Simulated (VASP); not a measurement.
Calculation: PBE GGA, VASP's PBE PAW potentials (set 64) (plane waves; VASP 6.6.1).

A VASP calculation is set up with these files.

**POSCAR**
```
Mg31NO31
1.0
  8.4869590160   0.0000000000   0.0000000000
  0.0000000000   8.4869590160   0.0000000000
  0.0000000000   0.0000000000   8.4869590160
Mg O N
31 31 1
Cartesian
  4.2434795080   0.0000000000   0.0000000000
  6.3653295925   2.0786005413  -0.0233391373
  6.3652192620   0.0000000000   2.1217397540
  0.0000000000   0.0000000000   0.0000000000
  2.1629778879   2.0847620736   0.0023593746
  6.3629447570   6.3516995363   0.0340581665
  2.1217397540   0.0000000000   2.1217397540
  4.2655880362   2.1129727253   2.1627063052
  6.3578101468   4.2570246946   2.1240482069
  4.2434795080   0.0000000000   4.2434795080
  6.3652192620   2.1217397540   4.2434795080
  6.3652192620   0.0000000000   6.3652192620
  0.0000000000   4.2434795080   0.0000000000
  2.1131594384   6.3599912952   0.0277099212
  0.0000000000   2.1217397540   2.1217397540
  2.1596085651   4.2209551188   2.1192955098
  4.2594774257   6.3217999797   2.1073373845
  0.0000000000   0.0000000000   4.2434795080
  2.1217397540   2.1217397540   4.2434795080
  4.2434795080   4.2434795080   4.2434795080
  6.3652192620   6.3652192620   4.2434795080
  2.1217397540   0.0000000000   6.3652192620
  4.2434795080   2.1217397540   6.3652192620
  6.3652192620   4.2434795080   6.3652192620
  0.0000000000   6.3652192620   2.1217397540
  0.0000000000   4.2434795080   4.2434795080
  2.1217397540   6.3652192620   4.2434795080
  0.0000000000   2.1217397540   6.3652192620
  2.1217397540   4.2434795080   6.3652192620
  4.2434795080   6.3652192620   6.3652192620
  0.0000000000   6.3652192620   6.3652192620
  6.3652192620   2.1217397540   2.1217397540
  0.0000000000   4.2434795080   2.1217397540
  0.0000000000   2.1217397540   4.2434795080
  2.1217397540   2.1217397540   2.1217397540
  6.3652192620   6.3652192620   2.1217397540
  0.0000000000   0.0000000000   2.1217397540
  4.2434795080   2.1217397540   4.2434795080
  6.3652192620   4.2434795080   4.2434795080
  0.0000000000   6.3652192620   4.2434795080
  6.3652192620   2.1217397540   6.3652192620
  0.0000000000   4.2434795080   6.3652192620
  0.0000000000   2.1217397540   0.0000000000
  2.1217397540   6.3652192620   2.1217397540
  4.2434795080   0.0000000000   2.1217397540
  2.1217397540   4.2434795080   4.2434795080
  4.2434795080   6.3652192620   4.2434795080
  6.3652192620   0.0000000000   4.2434795080
  2.1217397540   2.1217397540   6.3652192620
  4.2434795080   4.2434795080   6.3652192620
  6.3652192620   6.3652192620   6.3652192620
  0.0000000000   0.0000000000   6.3652192620
  4.2847261288   2.0912545972  -0.0058899496
  6.3818452147   4.2745078302   0.0050073058
  0.0000000000   6.3652192620   0.0000000000
  2.1217397540   0.0000000000   4.2434795080
  2.1217397540   6.3652192620   6.3652192620
  4.2434795080   0.0000000000   6.3652192620
  2.0737544877   4.2204543882  -0.0224564936
  4.2608692870   6.3220121536  -0.0140289433
  6.3652192620   0.0000000000   0.0000000000
  2.1217397540   0.0000000000   0.0000000000
  4.2687197241   4.2605128347   2.1184892487
```

### KPOINTS
```
kpoints
0
gamma
 1 1 1
```

### INCAR
```
SYSTEM  =  Mg31NO31
PREC  =  Normal; ENCUT  =  400; LREAL  =  Auto
LASPH  =  .TRUE.; ISYM  =  0
EDIFF  =  1E-5; NELM  =  100; NELMIN  =  4
ALGO  =  Fast
ISMEAR  =  0; SIGMA  =  0.05
GGA  =  PE
ISPIN  =  2; MAGMOM  =  63*0.0476; NUPDOWN  =  3
IBRION  =  2; NSW  =  70; ISIF  =  2
EDIFFG  =  -0.03
LWAVE  =  .TRUE.; LCHARG  =  .FALSE.; LORBIT  =  10
```

POTCAR, in this order: Mg O N (PBE.64 set). Program: vasp_gam.

The run wrote:

**OSZICAR**
```
...
RMM:   2    -0.370229150786E+03   -0.10437E+00   -0.99733E-01   640   0.231E+00    0.419E+00
RMM:   3    -0.370146663347E+03    0.82487E-01   -0.14139E-01   640   0.821E-01    0.518E-01
RMM:   4    -0.370143650655E+03    0.30127E-02   -0.28442E-02   640   0.352E-01    0.323E-01
RMM:   5    -0.370141494980E+03    0.21557E-02   -0.76349E-03   640   0.192E-01    0.317E-01
RMM:   6    -0.370140631885E+03    0.86309E-03   -0.41936E-03   640   0.116E-01    0.642E-02
RMM:   7    -0.370140681647E+03   -0.49761E-04   -0.63071E-04   628   0.537E-02    0.535E-02
RMM:   8    -0.370140680564E+03    0.10828E-05   -0.11776E-04   577   0.222E-02    0.203E-02
RMM:   9    -0.370140684227E+03   -0.36628E-05   -0.35715E-05   477   0.125E-02
   3 F= -.37014068E+03 E0= -.37014067E+03  d E =-.971118E+00  mag=     3.0000
       N       E                     dE             d eps       ncg     rms          rms(c)
DAV:   1    -0.370141375866E+03   -0.69530E-03   -0.22970E-01   768   0.129E+00    0.176E-01
RMM:   2    -0.370142022103E+03   -0.64624E-03   -0.57631E-03   640   0.180E-01    0.328E-01
RMM:   3    -0.370141518838E+03    0.50327E-03   -0.77125E-04   640   0.619E-02    0.406E-02
RMM:   4    -0.370141494954E+03    0.23884E-04   -0.16058E-04   599   0.269E-02    0.265E-02
RMM:   5    -0.370141478493E+03    0.16461E-04   -0.54664E-05   562   0.158E-02    0.276E-02
RMM:   6    -0.370141471357E+03    0.71356E-05   -0.25810E-05   438   0.915E-03
   4 F= -.37014147E+03 E0= -.37014145E+03  d E =-.971906E+00  mag=     3.0000
       N       E                     dE             d eps       ncg     rms          rms(c)
DAV:   1    -0.370213702066E+03   -0.72224E-01   -0.19756E+01   728   0.126E+01    0.156E+00
RMM:   2    -0.370267683641E+03   -0.53982E-01   -0.52221E-01   640   0.179E+00    0.275E+00
RMM:   3    -0.370233627601E+03    0.34056E-01   -0.63828E-02   640   0.586E-01    0.328E-01
RMM:   4    -0.370232519840E+03    0.11078E-02   -0.96559E-03   640   0.222E-01    0.218E-01
RMM:   5    -0.370231704612E+03    0.81523E-03   -0.30522E-03   640   0.130E-01    0.241E-01
RMM:   6    -0.370231237126E+03    0.46749E-03   -0.15601E-03   640   0.797E-02    0.410E-02
RMM:   7    -0.370231257784E+03   -0.20658E-04   -0.19378E-04   596   0.309E-02    0.355E-02
RMM:   8    -0.370231254126E+03    0.36580E-05   -0.39197E-05   474   0.131E-02
   5 F= -.37023125E+03 E0= -.37023125E+03  d E =-.897828E-01  mag=     3.0000
       N       E                     dE             d eps       ncg     rms          rms(c)
DAV:   1    -0.370241113575E+03   -0.98558E-02   -0.12817E+01   728   0.101E+01    0.121E+00
RMM:   2    -0.370273777777E+03   -0.32664E-01   -0.32963E-01   640   0.144E+00    0.208E+00
RMM:   3    -0.370254725390E+03    0.19052E-01   -0.38295E-02   640   0.460E-01    0.259E-01
RMM:   4    -0.370253932016E+03    0.79337E-03   -0.57673E-03   640   0.174E-01    0.173E-01
RMM:   5    -0.370253406481E+03    0.52553E-03   -0.20157E-03   640   0.105E-01    0.193E-01
RMM:   6    -0.370253107437E+03    0.29904E-03   -0.94225E-04   640   0.625E-02    0.335E-02
RMM:   7    -0.370253119747E+03   -0.12310E-04   -0.11843E-04   582   0.242E-02    0.271E-02
RMM:   8    -0.370253118046E+03    0.17013E-05   -0.23800E-05   420   0.102E-02
   6 F= -.37025312E+03 E0= -.37025312E+03  d E =-.111647E+00  mag=     3.0000
       N       E                     dE             d eps       ncg     rms          rms(c)
DAV:   1    -0.370260995583E+03   -0.78758E-02   -0.38418E+00   720   0.562E+00    0.582E-01
RMM:   2    -0.370269839211E+03   -0.88436E-02   -0.92393E-02   640   0.781E-01    0.920E-01
RMM:   3    -0.370266177892E+03    0.36613E-02   -0.87623E-03   640   0.233E-01    0.150E-01
RMM:   4    -0.370265864151E+03    0.31374E-03   -0.14110E-03   640   0.879E-02    0.970E-02
RMM:   5    -0.370265696558E+03    0.16759E-03   -0.72236E-04   640   0.599E-02    0.110E-01
RMM:   6    -0.370265600139E+03    0.96420E-04   -0.27472E-04   628   0.340E-02    0.199E-02
RMM:   7    -0.370265602450E+03   -0.23118E-05   -0.38704E-05   490   0.139E-02
   7 F= -.37026560E+03 E0= -.37026560E+03  d E =-.124844E-01  mag=     3.0000
       N       E                     dE             d eps       ncg     rms          rms(c)
DAV:   1    -0.370265745316E+03   -0.14518E-03   -0.24672E-01   768   0.142E+00    0.146E-01
RMM:   2    -0.370266323289E+03   -0.57797E-03   -0.59504E-03   640   0.199E-01    0.232E-01
RMM:   3    -0.370266087980E+03    0.23531E-03   -0.55233E-04   640   0.591E-02    0.389E-02
RMM:   4    -0.370266068204E+03    0.19777E-04   -0.93603E-05   585   0.226E-02    0.253E-02
RMM:   5    -0.370266058014E+03    0.10190E-04   -0.45587E-05   570   0.150E-02    0.285E-02
RMM:   6    -0.370266051680E+03    0.63334E-05   -0.18511E-05   406   0.885E-03
   8 F= -.37026605E+03 E0= -.37026605E+03  d E =-.129336E-01  mag=     3.0000
       N       E                     dE             d eps       ncg     rms          rms(c)
DAV:   1    -0.370267191542E+03   -0.11335E-02   -0.10229E+00   704   0.272E+00    0.204E-01
RMM:   2    -0.370269134866E+03   -0.19433E-02   -0.17750E-02   640   0.341E-01    0.979E-02
RMM:   3    -0.370269282726E+03   -0.14786E-03   -0.12847E-03   640   0.949E-02    0.862E-02
RMM:   4    -0.370269240463E+03    0.42264E-04   -0.23372E-04   626   0.320E-02    0.428E-02
RMM:   5    -0.370269203853E+03    0.36609E-04   -0.12215E-04   606   0.258E-02    0.222E-02
RMM:   6    -0.370269204665E+03   -0.81194E-06   -0.34343E-05   453   0.136E-02
   9 F= -.37026920E+03 E0= -.37026920E+03  d E =-.315298E-02  mag=     3.0000
       N       E                     dE             d eps       ncg     rms          rms(c)
DAV:   1    -0.370268970791E+03    0.23306E-03   -0.36306E-01   720   0.162E+00    0.120E-01
RMM:   2    -0.370269671606E+03   -0.70082E-03   -0.63603E-03   640   0.204E-01    0.584E-02
RMM:   3    -0.370269722825E+03   -0.51218E-04   -0.46049E-04   640   0.570E-02    0.512E-02
RMM:   4    -0.370269708155E+03    0.14670E-04   -0.85435E-05   525   0.193E-02    0.262E-02
RMM:   5    -0.370269694815E+03    0.13339E-04   -0.46918E-05   521   0.160E-02    0.133E-02
RMM:   6    -0.370269695607E+03   -0.79215E-06   -0.11772E-05   398   0.803E-03
  10 F= -.37026970E+03 E0= -.37026970E+03  d E =-.364393E-02  mag=     3.0000
       N       E                     dE             d eps       ncg     rms          rms(c)
DAV:   1    -0.370269474802E+03    0.22001E-03   -0.76690E-01   704   0.238E+00    0.173E-01
RMM:   2    -0.370270944914E+03   -0.14701E-02   -0.13232E-02   640   0.294E-01    0.740E-02
RMM:   3    -0.370271067479E+03   -0.12257E-03   -0.96590E-04   640   0.827E-02    0.644E-02
RMM:   4    -0.370271049068E+03    0.18411E-04   -0.16267E-04   601   0.266E-02    0.359E-02
RMM:   5    -0.370271025785E+03    0.23283E-04   -0.75344E-05   579   0.202E-02    0.184E-02
RMM:   6    -0.370271026699E+03   -0.91400E-06   -0.24663E-05   410   0.117E-02
  11 F= -.37027103E+03 E0= -.37027103E+03  d E =-.133109E-02  mag=     3.0000
       N       E                     dE             d eps       ncg     rms          rms(c)
DAV:   1    -0.370270953119E+03    0.72667E-04   -0.65575E-02   720   0.694E-01    0.501E-02
RMM:   2    -0.370271081373E+03   -0.12825E-03   -0.11415E-03   640   0.867E-02    0.222E-02
RMM:   3    -0.370271092081E+03   -0.10708E-04   -0.84146E-05   562   0.244E-02    0.196E-02
RMM:   4    -0.370271090419E+03    0.16613E-05   -0.13938E-05   402   0.781E-03
  12 F= -.37027109E+03 E0= -.37027109E+03  d E =-.139481E-02  mag=     3.0000
       N       E                     dE             d eps       ncg     rms          rms(c)
DAV:   1    -0.370271109998E+03   -0.17917E-04   -0.20107E-01   688   0.117E+00    0.102E-01
RMM:   2    -0.370271490282E+03   -0.38028E-03   -0.33591E-03   640   0.142E-01    0.926E-02
RMM:   3    -0.370271496056E+03   -0.57746E-05   -0.28629E-04   640   0.413E-02    0.350E-02
RMM:   4    -0.370271487169E+03    0.88871E-05   -0.43881E-05   451   0.151E-02
  13 F= -.37027149E+03 E0= -.37027149E+03  d E =-.396750E-03  mag=     3.0000
```

**OUTCAR**
```
------------------------ aborting loop because EDIFF is reached ----------------------------------------
  FORCE on cell =-STRESS in cart. coord.  units (eV):
  Direction    XX          YY          ZZ          XY          YZ          ZX
  --------------------------------------------------------------------------------------
  Total      -13.8428799    -13.8461486    -17.7559297     -0.0026492      0.0021640      0.0022761
  in kB      -36.2811229    -36.2896898    -46.5369250     -0.0069434      0.0056716      0.0059654
  external PRESSURE =     -39.7025792 kB  Pullay stress =       0.0000000 kB
  volume of cell :      611.30
      direct lattice vectors                 reciprocal lattice vectors
     8.486959016  0.000000000  0.000000000     0.117827834  0.000000000  0.000000000
     0.000000000  8.486959016  0.000000000     0.000000000  0.117827834  0.000000000
     0.000000000  0.000000000  8.486959016     0.000000000  0.000000000  0.117827834
  FREE ENERGIE OF THE ION-ELECTRON SYSTEM (eV)
  ---------------------------------------------------
  free  energy   TOTEN  =      -370.2714871692 eV

  energy  without entropy=     -370.2714862330  energy(sigma->0) =     -370.27148670

 total charge

# of ion       s       p       d       tot
------------------------------------------
    1        0.156   0.188   0.085   0.428
    2        0.143   0.171   0.074   0.388
    3        0.144   0.172   0.075   0.391
    4        0.145   0.174   0.076   0.394
    5        0.143   0.171   0.074   0.388
    6        0.143   0.171   0.074   0.388
    7        0.144   0.172   0.075   0.391
    8        0.150   0.180   0.078   0.408
    9        0.150   0.180   0.078   0.408
   10        0.145   0.173   0.075   0.393
   11        0.143   0.172   0.074   0.389
   12        0.143   0.171   0.074   0.387
   13        0.156   0.188   0.085   0.428
   14        0.143   0.171   0.074   0.388
   15        0.144   0.172   0.075   0.391
   16        0.150   0.180   0.078   0.408
   17        0.150   0.180   0.078   0.408
   18        0.144   0.173   0.075   0.393
   19        0.143   0.172   0.074   0.389
   20        0.156   0.187   0.082   0.425
   21        0.143   0.172   0.074   0.389
   22        0.143   0.171   0.074   0.387
   23        0.143   0.170   0.073   0.387
   24        0.143   0.170   0.073   0.387
   25        0.144   0.172   0.075   0.391
   26        0.145   0.173   0.075   0.393
   27        0.143   0.172   0.074   0.389
   28        0.143   0.171   0.074   0.387
   29        0.143   0.170   0.073   0.387
   30        0.143   0.170   0.073   0.387
   31        0.143   0.171   0.074   0.387
   32        1.569   3.553   0.000   5.122
   33        1.567   3.579   0.000   5.146
   34        1.566   3.560   0.000   5.126
   35        1.569   3.554   0.000   5.122
   36        1.569   3.553   0.000   5.122
   37        1.567   3.557   0.000   5.125
   38        1.569   3.541   0.000   5.111
   39        1.569   3.542   0.000   5.111
   40        1.566   3.560   0.000   5.126
   41        1.566   3.562   0.000   5.128
   42        1.569   3.543   0.000   5.112
   43        1.567   3.552   0.000   5.119
   44        1.569   3.553   0.000   5.122
   45        1.567   3.579   0.000   5.146
   46        1.569   3.542   0.000   5.111
   47        1.569   3.542   0.000   5.111
   48        1.566   3.560   0.000   5.126
   49        1.566   3.562   0.000   5.128
   50        1.568   3.582   0.000   5.150
   51        1.566   3.563   0.000   5.128
   52        1.566   3.563   0.000   5.129
   53        1.573   3.542   0.000   5.115
   54        1.573   3.542   0.000   5.115
   55        1.567   3.552   0.000   5.119
   56        1.566   3.560   0.000   5.126
   57        1.566   3.562   0.000   5.128
   58        1.569   3.543   0.000   5.112
   59        1.573   3.542   0.000   5.115
   60        1.573   3.542   0.000   5.115
   61        1.567   3.552   0.000   5.119
   62        1.567   3.552   0.000   5.120
   63        1.313   2.187   0.000   3.500
--------------------------------------------------
tot         54.430 117.781   2.346 174.557

 magnetization (x)

# of ion       s       p       d       tot
------------------------------------------
    1       -0.001   0.003   0.001   0.003
    2       -0.001  -0.000  -0.000  -0.001
    3       -0.000   0.000   0.000  -0.000
    4       -0.000  -0.000  -0.000  -0.001
    5       -0.001  -0.000  -0.000  -0.001
    6       -0.001  -0.000  -0.000  -0.001
    7       -0.000   0.000   0.000  -0.000
    8       -0.002   0.001   0.002  -0.000
    9       -0.002   0.001   0.002  -0.000
   10       -0.000   0.000   0.000   0.000
   11       -0.000  -0.000  -0.000  -0.001
   12       -0.000  -0.000  -0.000  -0.000
   13       -0.001   0.003   0.001   0.003
   14       -0.001  -0.000  -0.000  -0.001
   15       -0.000   0.000   0.000  -0.000
   16       -0.002   0.001   0.002  -0.000
   17       -0.002   0.001   0.002  -0.000
   18       -0.000  -0.000  -0.000  -0.000
...
```
(Selected blocks of OUTCAR.)

**CONTCAR**
```
Mg31NO31
   1.00000000000000
     8.4869590160000001    0.0000000000000000    0.0000000000000000
     0.0000000000000000    8.4869590160000001    0.0000000000000000
     0.0000000000000000    0.0000000000000000    8.4869590160000001
  Mg              O               N
    31    31     1
Direct
     0.5003024540709311    0.9995904030079820    0.9982687519079373
     0.7447094780941493    0.2552143618622569    0.0003100647259961
     0.7508281391631650    0.9996009723928306    0.2490053159024100
     0.0002984633747301    0.9995893156761344    0.9988447228056005
     0.2558617915124749    0.2551545678597176    0.0002301408381335
     0.7446517607363069    0.7439633013604501    0.0002451941058815
     0.2497787874077961    0.9995776114910518    0.2489561126176895
     0.5002736555515358    0.2407100246486678    0.2447311684509550
     0.7591829819407037    0.4995796676541372    0.2447997556672432
     0.5003212157849273    0.9996067353063234    0.5017950486565136
     0.7495662900438388    0.2503434104600288    0.5006750691660556
     0.7494450035035137    0.9996154180983179    0.7515208925848992
     0.0003197213904356    0.4996083918937227    0.9982513980595170
     0.2559084439716741    0.7439508151441543    0.0002312110490319
     0.0003591163954898    0.2491195832274378    0.2489907714935433
     0.2414094926371912    0.4996066393270072    0.2447584233658942
     0.5002777736031467    0.7584677718837475    0.2447741324274320
     0.0003399155038702    0.9996347108129867    0.5015343972810993
     0.2510005889460578    0.2502795032999189    0.5006674652170160
     0.5002536283501809    0.4996585831603310    0.5074564249747703
     0.7495878860863777    0.7489447508193868    0.5007242077278061
     0.2510973001703470    0.9995870010180002    0.7515006617542023
     0.5002709677000921    0.2579208734599411    0.7582208282521741
     0.7419281927006577    0.4995807192198119    0.7581887790561661
     0.0002908057779705    0.7501196859167167    0.2489591198459159
     0.0002876987459275    0.4996145505656232    0.5017746381846498
     0.2509200420739630    0.7489735836976044    0.5007106699835692
     0.0002701558295451    0.2504619078984646    0.7514728471844893
     0.2585543624826773    0.4995445072381061    0.7581239256964194
     0.5002831122890872    0.7412861211762923    0.7581722238903081
     0.0002478536375709    0.7487634984618807    0.7514860388130685
     0.7499518846737613    0.2499711535506368    0.2501514025894407
     0.0003084876514259    0.4996267441871164    0.2529705838628933
     0.0002920501166758    0.2496826985139415    0.4998584370624132
     0.2506541152090227    0.2499302376947831    0.2501434590106190
     0.7499313632720042    0.7492925197099531    0.2501587536859577
     0.0003027768952127    0.9996114795971341    0.2511524774597622
     0.5003060021036581    0.2509126642179452    0.4955541413866122
     0.7489844400638060    0.4996324458704628    0.4955809465157234
     0.0002640027692569    0.7495783304591086    0.4998565898292880
     0.7493393875771747    0.2505550430849910    0.7501433904491200
     0.0002622410245004    0.4996124960934833    0.7480125565317589
     0.0003332064107182    0.2482482535464525    0.0006169190829671
     0.2506238044449989    0.7492778574950684    0.2501350008723079
     0.5003114891542647    0.9995951092412403    0.2529833850354919
     0.2515348301680790    0.4996234801111252    0.4955629019773954
     0.5002780984307831    0.7483630313440829    0.4955626567798206
     0.7502330026910090    0.9996348131677585    0.4998770370811239
     0.2511964802473060    0.2505106632954824    0.7501055630680378
     0.5002464570828737    0.4996029897636796    0.7380060187984863
     0.7493201520523847    0.7487049698732038    0.7501686460947052
     0.0002655210441200    0.9996284103733649    0.7492315798604331
     0.5002496577179393    0.2360068366129963    0.0022890252436889
     0.7638748996398165    0.4995808593106458    0.0022793186642507
     0.0002687553329174    0.7510272860326649    0.0006000778024482
     0.2503601887664132    0.9996180371176655    0.4998598461274802
     0.2511781977847543    0.7486786144543067    0.7501178263723431
     0.5002870702658830    0.9996248814424793    0.7480241758556970
     0.2367402901989749    0.4996158187470729    0.0022512783073278
     0.5002706639965264    0.7631860495147380    0.0022712470508124
     0.7517294000308243    0.9996545207569534    0.0006497519362144
     0.2488532602294299    0.9995638441042098    0.0006126844373498
     0.5002807434771634    0.4995898726762205    0.2429659194816509
```

At this cut-off the stress carries a Pulay error, which pulls relaxed volumes low. The supercell is sampled at Γ alone, which is coarse: total energies, pressure and levels can be off, energies of defects by several tenths of an eV.

The cell is a supercell with a defect, built from MgO (rock salt): N_O-vac_Mg.
